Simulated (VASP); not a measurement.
Input:

```yaml
crystal:
  lattice:
    - [3.80977, 0.00000, 0.00000]
    - [0.00000, 3.80977, 0.00000]
    - [0.00000, 0.00000, 4.97685]
  atoms:
    - { symbol: Sn, position: [0.50000, 0.00000, 0.76982] }
    - { symbol: Sn, position: [0.00000, 0.50000, 0.23018] }
    - { symbol: O, position: [0.50000, 0.50000, 0.00000] }
    - { symbol: O, position: [0.00000, 0.00000, 0.00000] }
```

Level of theory: PBE GGA, VASP's PBE PAW potentials (set 64) (plane waves; VASP). Run with 600 eV cut-off, 6×6×4 Γ-centred mesh, Gaussian smearing of 0.050 eV, potentials Sn_d O.

Without a dispersion term in the relaxation, distances and binding between the weakly bound layers, chains or molecules are unreliable, and so is what depends on them.

### Question
Give the force on each atom (eV/Å).

### Answer

```csv
atom,Fx,Fy,Fz
Sn1,0.000,0.000,-0.630
Sn2,0.000,0.000,0.630
O3,0.000,0.000,0.000
O4,0.000,0.000,0.000
```

### Question
Give the stress tensor in GPa (positive for a compressed cell).

### Answer

```
4.45  0.00  0.00
0.00  4.45  0.00
0.00  0.00  3.37
```
The pressure is its mean diagonal, 4.09 GPa.

The compound is SnO in the litharge structure. This cell was strained or had an atom moved on purpose.
